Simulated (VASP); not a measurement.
Calculation: vdW-DF-cx, VASP's PBE PAW potentials (set 64) (plane waves; VASP).

A VASP calculation is set up with these files.

### INCAR
```
AGGAC=0.0
ALGO=Normal
EDIFF=1E-7
ENCUT=520
GGA=CX
ISIF=2
ISMEAR=-5
LASPH=.True.
LCHARG=.True.
LMAXMIX=4
LORBIT=11
LREAL=.False.
LUSE_VDW=.True.
LWAVE=.False.
NEDOS=601
NELM=100
PREC=Accurate
SYSTEM=Ag
```

**POSCAR**
```
Ag
1
    0.0000000000     2.0293366583     2.0293366583
    2.0293366583     0.0000000000     2.0293366583
    2.0293366583     2.0293366583     0.0000000000
Ag
1
Direct
  0.0000000000   0.0000000000   0.0000000000
```

File KPOINTS:
```
Automatic mesh
0
Gamma
17 17 17
0 0 0
```

POTCAR, in this order: Ag (PBE.64 set). Program: vasp_std.

The run wrote:

OUTCAR:
```
 ion  position               nearest neighbor table
   1  0.000  0.000  0.000-
  LATTYP: Found a face centered cubic cell.
 ALAT       =     4.0586733166
 Subroutine PRICEL returns:
 Original cell was already a primitive cell.
 Subroutine GETGRP returns: Found 48 space group operations
The static configuration has the point symmetry O_h .
The dynamic configuration has the point symmetry O_h .
 Subroutine INISYM returns: Found 48 space group operations
 Subroutine IBZKPT returns following result:
 Found    165 irreducible k-points:

 Following reciprocal coordinates:
            Coordinates               Weight
  0.000000  0.000000  0.000000      1.000000
  0.058824  0.000000  0.000000      8.000000
  0.117647  0.000000  0.000000      8.000000
  0.176471  0.000000  0.000000      8.000000
  0.235294  0.000000  0.000000      8.000000
  0.294118  0.000000  0.000000      8.000000
  0.352941  0.000000  0.000000      8.000000
  0.411765  0.000000  0.000000      8.000000
  0.470588  0.000000  0.000000      8.000000
  0.058824  0.058824  0.000000      6.000000
  0.117647  0.058824  0.000000     24.000000
  0.176471  0.058824  0.000000     24.000000
  0.235294  0.058824  0.000000     24.000000
  0.294118  0.058824  0.000000     24.000000
  0.352941  0.058824  0.000000     24.000000
  0.411765  0.058824  0.000000     24.000000
  0.470588  0.058824  0.000000     24.000000
 -0.470588  0.058824  0.000000     24.000000
 -0.411765  0.058824  0.000000     24.000000
 -0.352941  0.058824  0.000000     24.000000
 -0.294118  0.058824  0.000000     24.000000
 -0.235294  0.058824  0.000000     24.000000
 -0.176471  0.058824  0.000000     24.000000
 -0.117647  0.058824  0.000000     24.000000
 -0.058824  0.058824  0.000000     12.000000
  0.117647  0.117647  0.000000      6.000000
  0.176471  0.117647  0.000000     24.000000
  0.235294  0.117647  0.000000     24.000000
  0.294118  0.117647  0.000000     24.000000
  0.352941  0.117647  0.000000     24.000000
  0.411765  0.117647  0.000000     24.000000
  0.470588  0.117647  0.000000     24.000000
 -0.470588  0.117647  0.000000     24.000000
 -0.411765  0.117647  0.000000     24.000000
 -0.352941  0.117647  0.000000     24.000000
 -0.294118  0.117647  0.000000     24.000000
 -0.235294  0.117647  0.000000     24.000000
 -0.176471  0.117647  0.000000     24.000000
 -0.117647  0.117647  0.000000     12.000000
  0.176471  0.176471  0.000000      6.000000
   k-points           NKPTS =    165   k-points in BZ     NKDIM =    165   number of bands    NBANDS=      9
   number of dos      NEDOS =    601   number of ions     NIONS =      1
   total plane-waves  NPLWV =  13824
   dimension x,y,z NGX =    24 NGY =   24 NGZ =   24
   dimension x,y,z NGXF=    48 NGYF=   48 NGZF=   48
   ions per type =               1
   PREC   = accura    normal or accurate (medium, high low for compatibility)
   ISTART =      0    job   : 0-new  1-cont  2-samecut
   ICHARG =      2    charge: 1-file 2-atom 10-const
   ISPIN  =      1    spin polarized calculation?
   LNONCOLLINEAR =      F non collinear calculations
   LSORBIT =      F    spin-orbit coupling
   INIWAV =      1    electr: 0-lowe 1-rand  2-diag
   ENCUT  =  520.0 eV  38.22 Ry    6.18 a.u.   5.34  5.34  5.34*2*pi/ulx,y,z
   NELM   =    100;   NELMIN=  2; NELMDL= -5     # of ELM steps
   EDIFF  = 0.1E-06   stopping-criterion for ELM
   LREAL  =      F    real-space projection
   NLSPLINE    = F    spline interpolate recip. space projectors
   LMAXMIX     =    4 max onsite mixed and CHGCAR
   VOSKOWN=      0    Vosko Wilk Nusair interpolation
...
```

### OSZICAR
```
       N       E                     dE             d eps       ncg     rms          rms(c)
DAV:   1     0.475934272914E+02    0.47593E+02   -0.57962E+03  3074   0.111E+03
DAV:   2     0.181807654749E+00   -0.47412E+02   -0.45379E+02  3070   0.208E+02
DAV:   3    -0.185296908838E+00   -0.36710E+00   -0.36697E+00  3516   0.227E+01
DAV:   4    -0.186077985460E+00   -0.78108E-03   -0.78093E-03  3274   0.971E-01
DAV:   5    -0.186083761237E+00   -0.57758E-05   -0.57761E-05  3365   0.768E-02    0.567E+00
DAV:   6     0.117984129631E+00    0.30407E+00   -0.14373E+00  3023   0.130E+01    0.344E+00
DAV:   7     0.128160933153E+00    0.10177E-01   -0.13372E-02  3249   0.127E+00    0.192E+00
DAV:   8     0.131932810592E+00    0.37719E-02   -0.74400E-04  3064   0.272E-01    0.826E-02
DAV:   9     0.131923718710E+00   -0.90919E-05   -0.83609E-06  3461   0.261E-02    0.120E-02
DAV:  10     0.131918380884E+00   -0.53378E-05   -0.36636E-06  3274   0.230E-02    0.542E-03
DAV:  11     0.131918726467E+00    0.34558E-06   -0.84600E-08  2474   0.311E-03    0.362E-04
DAV:  12     0.131918772587E+00    0.46120E-07   -0.63209E-09  1520   0.896E-04
   1 F= 0.13191877E+00 E0= 0.13191877E+00  d E =0.000000E+00
```

OUTCAR:
```
------------------------ aborting loop because EDIFF is reached ----------------------------------------
  FORCE on cell =-STRESS in cart. coord.  units (eV):
  Direction    XX          YY          ZZ          XY          YZ          ZX
  --------------------------------------------------------------------------------------
  Total        0.0109125      0.0109125      0.0109125      0.0000000      0.0000000      0.0000000
  in kB        1.0460234      1.0460234      1.0460234      0.0000000      0.0000000      0.0000000
  external PRESSURE =       1.0460234 kB  Pullay stress =       0.0000000 kB
  volume of cell :       16.71
      direct lattice vectors                 reciprocal lattice vectors
     0.000000000  2.029336658  2.029336658    -0.246385930  0.246385930  0.246385930
     2.029336658  0.000000000  2.029336658     0.246385930 -0.246385930  0.246385930
     2.029336658  2.029336658  0.000000000     0.246385930  0.246385930 -0.246385930
 POSITION                                       TOTAL-FORCE (eV/Angst)
 -----------------------------------------------------------------------------------
      0.00000      0.00000      0.00000        -0.000000      0.000000      0.000000
 -----------------------------------------------------------------------------------
    total drift:                               -0.000000      0.000000      0.000000
  FREE ENERGIE OF THE ION-ELECTRON SYSTEM (eV)
  ---------------------------------------------------
  free  energy   TOTEN  =         0.1319187726 eV

  energy  without entropy=        0.1319187726  energy(sigma->0) =        0.13191877

 total charge

# of ion       s       p       d       tot
------------------------------------------
    1        0.425   0.314   9.156   9.896
```
(Selected blocks of OUTCAR.)

File OUTCAR:
```
 val. band max:        8.4960957498   @ k =   0.4706   0.1765   0.0000

 cond. band min:       8.5915052844   @ k =  -0.2941   0.2353   0.0000


 Fermi energy:         8.5928721714

 k-point     1 :       0.0000    0.0000    0.0000
  band No.  band energies     occupation
      1       0.5939      2.00000
      2       3.6783      2.00000
      3       3.6783      2.00000
      4       3.6783      2.00000
      5       4.7550      2.00000
      6       4.7550      2.00000
      7      24.6627      0.00000
      8      28.2745      0.00000
      9      28.2745      0.00000

 k-point     2 :       0.0588    0.0000    0.0000
  band No.  band energies     occupation
      1       0.7041      2.00000
      2       3.6520      2.00000
      3       3.7096      2.00000
      4       3.7096      2.00000
      5       4.7427      2.00000
      6       4.7427      2.00000
      7      24.6931      0.00000
      8      27.3583      0.00000
      9      28.3271      0.00000

 k-point     3 :       0.1176    0.0000    0.0000
  band No.  band energies     occupation
      1       1.0210      2.00000
      2       3.5927      2.00000
      3       3.7893      2.00000
      4       3.7893      2.00000
      5       4.7203      2.00000
      6       4.7203      2.00000
      7      24.3805      0.00000
      8      25.9097      0.00000
      9      28.4546      0.00000

 k-point     4 :       0.1765    0.0000    0.0000
  band No.  band energies     occupation
      1       1.4859      2.00000
      2       3.5743      2.00000
      3       3.8711      2.00000
      4       3.8711      2.00000
      5       4.7334      2.00000
      6       4.7334      2.00000
      7      22.6391      0.00000
      8      25.5605      0.00000
      9      28.5590      0.00000

 k-point     5 :       0.2353    0.0000    0.0000
  band No.  band energies     occupation
      1       1.9308      2.00000
      2       3.7821      2.00000
      3       3.8927      2.00000
...
```

For a metal the tetrahedron method with Blöchl corrections gives inexact stress and forces.

The compound is Ag in the fcc structure. It was relaxed first.
